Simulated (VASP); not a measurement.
Consider the following.

```
K2S
1.0
    0.00000     3.60188     3.60188
    3.60188     0.00000     3.60188
    3.60188     3.60188     0.00000
K S
2 1
Cartesian
  1.80094   1.80094   1.80094
  5.40282   5.40282   5.40282
  0.00000   0.00000   0.00000
```

Level of theory: LDA (Ceperley-Alder, Perdew-Zunger), VASP's LDA PAW potentials (set 64) (plane waves; VASP). Numerical set-up: 520 eV cut-off, 6×6×6 Γ-centred mesh, tetrahedra with Blöchl corrections, potentials K_sv S.

Question: Estimate the energy per atom (σ→0), band gap (on the k-mesh) with the smallest direct gap where there is one.

Answer: 
```yaml
band gap (on the k-mesh): 2.30 eV
smallest direct gap (on the k-mesh): 2.60 eV
energy per atom (σ→0): -3.469 eV/atom
```

The absolute energy has meaning only against runs of the same code, potentials and settings.

The compound is K2S in the antifluorite structure. It was relaxed first, which changed the volume by -8 %.
